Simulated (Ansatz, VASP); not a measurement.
## KTaO3: VASP beside Ansatz

One calculation is typed for both programs; each brings its own data sets. How far apart do they land? The cell is taken from a series of runs on this material, whose earlier steps may have relaxed, scaled, displaced or heated it; both programs get it as it stands.

Program: Ansatz 0.2.0. Level of theory: plane waves, with VASP 6.6.1 beside it; zone-centre phonons at LDA. Results are calculated unless marked as measured.

### Step 1. The starting structure

Symmetry: Pm-3m, No. 221, cubic system. The conventional cell has a = 3.815 Å, b = 3.815 Å, c = 3.815 Å, α = 90.00°, β = 90.00°, γ = 90.00°. Nearest to O lie 2 Ta at 1.91 Å and 4 K at 2.70 Å. K has 12 O at 2.70 Å nearest. Nearest to Ta lie 6 O at 1.91 Å. Farther neighbours and most contacts between anions are not listed.

Structure file:

```xyz
5
Lattice="3.8150 0.0000 0.0000 0.0000 3.8150 0.0000 0.0000 0.0000 3.8150" Properties=species:S:1:pos:R:3 pbc="T T T"
O     1.9075    0.0000    0.0000
O     0.0000    1.9075    0.0000
O     0.0000    0.0000    1.9075
K     1.9075    1.9075    1.9075
Ta    0.0000    0.0000    0.0000
```

### Step 2. VASP: zone-centre phonons, LDA

Second derivatives magnify differences that forces hide, and they need a tight electronic threshold.

Lines of VASP's logs that name or quote its potential files are left out, and so is its time.

The input, INCAR:

```
SYSTEM = KTaO3
PREC = Accurate
ENCUT = 600
EDIFF = 1E-08
NELM = 120
ISMEAR = 0
SIGMA = 0.01
LREAL = .FALSE.
ALGO = Normal
GGA = CA
NBANDS = 25
LASPH = .TRUE.
LORBIT = 11
LWAVE = .FALSE.
LCHARG = .FALSE.
ISIF = 2
IBRION = 8
LEPSILON = .TRUE.
GGA_COMPAT = .FALSE.
EFERMI = MIDGAP
KPAR = 2
```

The input, POSCAR:

```
KTaO3
1.0
    3.8149926643      0.0000000000      0.0000000000
    0.0000000000      3.8149926643      0.0000000000
    0.0000000000      0.0000000000      3.8149926643
O K Ta
3 1 1
Direct
    0.5000000000      0.0000000000      0.0000000000
    0.0000000000      0.5000000000      0.0000000000
    0.0000000000      0.0000000000      0.5000000000
    0.5000000000      0.5000000000      0.5000000000
    0.0000000000      0.0000000000      0.0000000000
```

The input, KPOINTS:

```
Automatic mesh
0
Gamma
8 8 8
0 0 0
```

The projector-augmented-wave data sets are O, K_sv and Ta_pv (LDA family, release 64).

Started as:

```console
$ mpirun -np 2 vasp_std
```

Numbers of over 12 decimals in the logs are rounded to 6 here.

The log of the run:

```text
[banner, memory and clock lines left out]
running    2 mpi-ranks, on    1 nodes
 distrk:  each k-point on    1 cores,    2 groups
 distr:  one band on    1 cores,    1 groups

 POSCAR found type information on POSCAR O K Ta
 POSCAR found :  3 types and       5 ions
 LDA part: xc-table for (Slater(with rela. corr.)+CA(PZ))
 , standard interpolation
 POSCAR, INCAR and KPOINTS ok, starting setup
 FFT: planning ... GRIDC
 FFT: planning ... GRID_SOFT
 FFT: planning ... GRID
 WAVECAR not read
 entering main loop
       N       E                     dE             d eps       ncg     rms          rms(c)
DAV:   1     0.371271062348E+03    0.37127E+03   -0.22958E+04  1750   0.174E+03
DAV:   2    -0.308837181345E+02   -0.40215E+03   -0.39139E+03  2025   0.478E+02
DAV:   3    -0.515996975129E+02   -0.20716E+02   -0.20633E+02  2319   0.106E+02
DAV:   4    -0.524940636358E+02   -0.89437E+00   -0.89341E+00  3113   0.144E+01
DAV:   5    -0.524982494272E+02   -0.41858E-02   -0.41854E-02  2290   0.947E-01    0.441E+01
DAV:   6    -0.447158287706E+02    0.77824E+01   -0.35272E+01  2116   0.446E+01    0.182E+01
DAV:   7    -0.445630898248E+02    0.15274E+00   -0.16066E+00  2343   0.885E+00    0.113E+01
DAV:   8    -0.444859292468E+02    0.77161E-01   -0.22415E-01  2214   0.402E+00    0.175E+00
DAV:   9    -0.444803382759E+02    0.55910E-02   -0.32478E-02  2427   0.120E+00    0.215E-01
DAV:  10    -0.444800634400E+02    0.27484E-03   -0.25536E-03  2393   0.415E-01    0.937E-02
DAV:  11    -0.444800505558E+02    0.12884E-04   -0.24723E-04  2530   0.126E-01    0.298E-02
DAV:  12    -0.444800464441E+02    0.41117E-05   -0.46555E-05  2558   0.472E-02    0.642E-03
DAV:  13    -0.444800461703E+02    0.27374E-06   -0.23691E-06  2496   0.119E-02    0.408E-03
DAV:  14    -0.444800461363E+02    0.34021E-07   -0.21545E-07  2362   0.353E-03    0.992E-04
DAV:  15    -0.444800461381E+02   -0.17521E-08   -0.13275E-08  1848   0.799E-04
   1 F= -.44480046E+02 E0= -.44480046E+02  d E =0.000000E+00
 Linear response reoptimize wavefunctions to high precision
DAV:   1    -0.444800461381E+02   -0.33651E-10   -0.63717E-09  1908   0.530E-04
DAV:   2    -0.444800461382E+02   -0.86857E-10   -0.48621E-10  1492   0.156E-04
 Linear response G [H, r] |phi>, progress :
  Direction:   1
       N       E                     dE             d eps       ncg     rms
RMM:   1    -0.137147235802E+03   -0.13715E+03    0.76537E+02  3099   0.197E+02
RMM:   2    -0.128954598643E+03    0.81926E+01   -0.31894E+01  2959   0.359E+01
RMM:   3    -0.129407638816E+03   -0.45304E+00   -0.37814E+00  3436   0.775E+00
RMM:   4    -0.129538148654E+03   -0.13051E+00   -0.67975E-01  3830   0.257E+00
RMM:   5    -0.129570677990E+03   -0.32529E-01   -0.16652E-01  3996   0.115E+00
RMM:   6    -0.129579537387E+03   -0.88594E-02   -0.48178E-02  4073   0.575E-01
RMM:   7    -0.129582244323E+03   -0.27069E-02   -0.18268E-02  4183   0.315E-01
RMM:   8    -0.129583267216E+03   -0.10229E-02    0.28000E-04  4213   0.190E-01
RMM:   9    -0.129583837468E+03   -0.57025E-03   -0.57759E-03  4180   0.122E-01
RMM:  10    -0.129583945435E+03   -0.10797E-03   -0.58724E-03  4078   0.835E-02
RMM:  11    -0.129584105917E+03   -0.16048E-03   -0.66754E-03  3988   0.596E-02
RMM:  12    -0.129584145176E+03   -0.39260E-04   -0.13226E-03  3868   0.454E-02
RMM:  13    -0.129584124402E+03    0.20774E-04   -0.67233E-03  3819   0.366E-02
RMM:  14    -0.129584122119E+03    0.22836E-05   -0.29013E-03  3797   0.309E-02
RMM:  15    -0.129584123610E+03   -0.14916E-05   -0.31816E-03  3793   0.275E-02
RMM:  16    -0.129584120465E+03    0.31458E-05    0.13539E-04  3748   0.251E-02
RMM:  17    -0.129584120245E+03    0.21970E-06   -0.40626E-03  3736   0.237E-02
RMM:  18    -0.129584122072E+03   -0.18276E-05    0.23690E-03  3730   0.226E-02
RMM:  19    -0.129584123046E+03   -0.97322E-06   -0.21355E-03  3744   0.221E-02
RMM:  20    -0.129584123376E+03   -0.33065E-06    0.21397E-03  3735   0.216E-02
 Linear response G [H, r] |phi>, progress :
  Direction:   2
       N       E                     dE             d eps       ncg     rms
RMM:   1    -0.152074934589E+03   -0.15207E+03    0.59587E+02  3033   0.196E+02
RMM:   2    -0.149054941528E+03    0.30200E+01   -0.37979E+01  2893   0.388E+01
RMM:   3    -0.149618926640E+03   -0.56399E+00   -0.54377E+00  3503   0.937E+00
RMM:   4    -0.149778472298E+03   -0.15955E+00   -0.88728E-01  3938   0.309E+00
RMM:   5    -0.149824930337E+03   -0.46458E-01   -0.22480E-01  4134   0.139E+00
RMM:   6    -0.149838712421E+03   -0.13782E-01   -0.72962E-02  4148   0.694E-01
RMM:   7    -0.149842828411E+03   -0.41160E-02   -0.31902E-02  4252   0.387E-01
RMM:   8    -0.149844006394E+03   -0.11780E-02    0.60104E-03  4310   0.230E-01
RMM:   9    -0.149844310885E+03   -0.30449E-03   -0.24795E-03  4269   0.150E-01
RMM:  10    -0.149844458178E+03   -0.14729E-03   -0.24597E-02  4172   0.104E-01
RMM:  11    -0.149844479109E+03   -0.20931E-04   -0.22453E-03  4078   0.740E-02
[...]
RMM:   6    -0.376434997759E+00    0.50592E-05   -0.20002E-05  7294   0.124E-02    0.494E-03
RMM:   7    -0.376408132974E+00    0.26865E-04   -0.43145E-06  6728   0.711E-03    0.112E-03
RMM:   8    -0.376417637810E+00   -0.95048E-05   -0.20971E-06  7418   0.346E-03    0.288E-04
RMM:   9    -0.376417997985E+00   -0.36017E-06   -0.58570E-07  8171   0.164E-03    0.153E-04
[...]
RMM:   8    -0.363986896576E+00   -0.10669E-04   -0.20764E-06 13679   0.330E-03    0.404E-04
RMM:   9    -0.363986255770E+00    0.64081E-06   -0.13147E-06 13958   0.181E-03    0.167E-04
RMM:  10    -0.363985958335E+00    0.29744E-06   -0.10909E-06 14428   0.117E-03    0.839E-05
RMM:  11    -0.363985630052E+00    0.32828E-06   -0.88576E-07 14167   0.869E-04    0.705E-05
RMM:  12    -0.363985742447E+00   -0.11240E-06   -0.73092E-07 14500   0.697E-04    0.228E-05
RMM:  13    -0.363985623540E+00    0.11891E-06   -0.56393E-07 14411   0.592E-04    0.238E-05
RMM:  14    -0.363985676638E+00   -0.53098E-07   -0.59148E-07 14467   0.534E-04    0.110E-05
[...]
RMM:  20    -0.363985713515E+00    0.70298E-08   -0.67721E-07 13588   0.434E-04    0.859E-06
RMM:  21    -0.363985733201E+00   -0.19686E-07   -0.39916E-07 13711   0.431E-04    0.279E-06
RMM:  22    -0.363985743731E+00   -0.10530E-07   -0.45199E-07 14030   0.429E-04    0.109E-06
RMM:  23    -0.363985740568E+00    0.31627E-08   -0.25835E-07 13382   0.426E-04    0.238E-06
RMM:  24    -0.363985745528E+00   -0.49602E-08   -0.68180E-07 13556   0.426E-04    0.158E-06
RMM:  25    -0.363985745480E+00    0.48330E-10   -0.11746E-07 13380   0.425E-04    0.157E-06
RMM:  26    -0.363985744471E+00    0.10092E-08   -0.56062E-07 13386   0.425E-04    0.181E-06
RMM:  27    -0.363985744322E+00    0.14822E-09   -0.31104E-07 13392   0.423E-04    0.187E-06
 first order change of Fermi-energy   0.24539E-04
 force on displaced ion       1 direction 2 :   0.000  -2.865   0.000
 Born effective charge ion    1 direction 2 :   0.000  -1.741   0.000
 Linear response progress:
  Degree of freedom:   3/  4
       N       E                     dE             d eps       ncg     rms          rms(c)
RMM:   1    -0.304365734878E+00   -0.30437E+00    0.19748E-01  6391   0.308E+00
RMM:   2    -0.303603493948E+00    0.76224E-03   -0.41300E-02  6472   0.787E-01    0.585E-02
RMM:   3    -0.304487224663E+00   -0.88373E-03   -0.54107E-03  7037   0.250E-01    0.271E-02
RMM:   4    -0.304763765671E+00   -0.27654E-03   -0.82611E-04  7696   0.780E-02    0.216E-02
RMM:   5    -0.304793062325E+00   -0.29297E-04   -0.19450E-04  7697   0.360E-02    0.113E-02
RMM:   6    -0.304780996640E+00    0.12066E-04   -0.44602E-05  7856   0.181E-02    0.159E-03
RMM:   7    -0.304782906266E+00   -0.19096E-05   -0.14089E-05  8083   0.887E-03    0.102E-03
RMM:   8    -0.304778541939E+00    0.43643E-05   -0.37114E-06  8255   0.438E-03    0.743E-04
RMM:   9    -0.304775419367E+00    0.31226E-05   -0.97401E-07  8411   0.250E-03    0.472E-04
RMM:  10    -0.304769152777E+00    0.62666E-05   -0.15885E-07  7919   0.166E-03    0.455E-04
RMM:  11    -0.304772454986E+00   -0.33022E-05   -0.20405E-07  7949   0.117E-03    0.336E-04
RMM:  12    -0.304771795613E+00    0.65937E-06   -0.45294E-07  8403   0.798E-04    0.266E-04
RMM:  13    -0.304771663969E+00    0.13164E-06   -0.97651E-08  8660   0.628E-04    0.284E-04
RMM:  14    -0.304771887442E+00   -0.22347E-06   -0.28650E-07  8464   0.527E-04    0.348E-04
[...]
RMM:  21    -0.304770027942E+00   -0.63240E-08   -0.12264E-07  7999   0.389E-04    0.255E-06
RMM:  22    -0.304770033099E+00   -0.51572E-08   -0.31154E-07  8070   0.387E-04    0.448E-06
RMM:  23    -0.304770032732E+00    0.36758E-09   -0.18341E-07  7993   0.385E-04    0.525E-06
RMM:  24    -0.304770030860E+00    0.18713E-08   -0.15179E-07  8007   0.384E-04    0.528E-06
RMM:  25    -0.304770034501E+00   -0.36410E-08   -0.13229E-07  7940   0.384E-04    0.664E-06
RMM:  26    -0.304770037737E+00   -0.32351E-08   -0.16351E-07  7960   0.383E-04    0.778E-06
RMM:  27    -0.304770023971E+00    0.13766E-07   -0.10976E-07  8036   0.383E-04    0.508E-06
RMM:  28    -0.304770023850E+00    0.12016E-09   -0.16856E-08  7962   0.382E-04    0.527E-06
 first order change of Fermi-energy  -0.21827E-03
 force on displaced ion       4 direction 1 :  -6.069  -0.000   0.000
 Born effective charge ion    4 direction 1 :   1.170   0.000   0.000
 Linear response progress:
  Degree of freedom:   4/  4
       N       E                     dE             d eps       ncg     rms          rms(c)
RMM:   1    -0.188747020794E+00   -0.18875E+00    0.75545E+00  4579   0.154E+01
RMM:   2    -0.211379184244E+00   -0.22632E-01   -0.37440E-02  5916   0.120E+00    0.170E-01
RMM:   3    -0.210194928764E+00    0.11843E-02   -0.17459E-03  6552   0.200E-01    0.925E-02
RMM:   4    -0.209226726345E+00    0.96820E-03   -0.37696E-04  7068   0.979E-02    0.251E-02
RMM:   5    -0.209054539043E+00    0.17219E-03   -0.56617E-05  7637   0.292E-02    0.560E-03
RMM:   6    -0.209041317128E+00    0.13222E-04   -0.10951E-05  8068   0.975E-03    0.271E-03
RMM:   7    -0.209037116408E+00    0.42007E-05   -0.40091E-06  7785   0.458E-03    0.807E-04
RMM:   8    -0.209037519477E+00   -0.40307E-06    0.84289E-08  8313   0.236E-03    0.356E-04
RMM:   9    -0.209038585420E+00   -0.10659E-05   -0.17136E-07  8399   0.150E-03    0.802E-05
RMM:  10    -0.209038991998E+00   -0.40658E-06   -0.44010E-07  8362   0.105E-03    0.297E-05
RMM:  11    -0.209039069665E+00   -0.77667E-07   -0.91413E-07  8751   0.807E-04    0.185E-05
RMM:  12    -0.209039129498E+00   -0.59833E-07   -0.15761E-07  8862   0.655E-04    0.158E-05
RMM:  13    -0.209039247699E+00   -0.11820E-06   -0.27640E-07  8553   0.574E-04    0.675E-06
RMM:  14    -0.209039250330E+00   -0.26304E-08   -0.46415E-07  8783   0.514E-04    0.547E-06
RMM:  15    -0.209039284228E+00   -0.33899E-07   -0.19330E-07  8706   0.477E-04    0.562E-06
RMM:  16    -0.209039285717E+00   -0.14888E-08   -0.28524E-07  8587   0.453E-04    0.688E-06
RMM:  17    -0.209039265121E+00    0.20595E-07   -0.55591E-08  8581   0.436E-04    0.118E-05
RMM:  18    -0.209039305828E+00   -0.40706E-07   -0.17463E-07  8687   0.426E-04    0.780E-06
RMM:  19    -0.209039351071E+00   -0.45243E-07   -0.12186E-07  8808   0.418E-04    0.434E-06
RMM:  20    -0.209039414909E+00   -0.63838E-07   -0.30139E-07  8840   0.413E-04    0.710E-06
RMM:  21    -0.209039403629E+00    0.11280E-07   -0.30171E-07  8720   0.408E-04    0.561E-06
RMM:  22    -0.209039412486E+00   -0.88573E-08   -0.17575E-07  8694   0.405E-04    0.576E-06
RMM:  23    -0.209039419058E+00   -0.65717E-08   -0.29298E-07  8748   0.403E-04    0.632E-06
 first order change of Fermi-energy   0.47630E-03
 force on displaced ion       5 direction 1 : -12.052   0.000  -0.000
 Born effective charge ion    5 direction 1 :   8.713   0.000   0.000
 Born effective charges drift removed
 Linear response finished
```

(Part 1 of 3 ends here.)

[Lines on the potential files, build, host, timing and source positions are cut from VASP's logs without a mark.]

[Logs are printed without paths, hosts, clocks, repeated set-up lines and the standing remarks that a program may print on its own settings, such as how far it seeks lower states.]

[Hosts, paths, dates, database ids (printed as entryN), source tags and the programs' standing remarks are cut or masked in the printed files.]
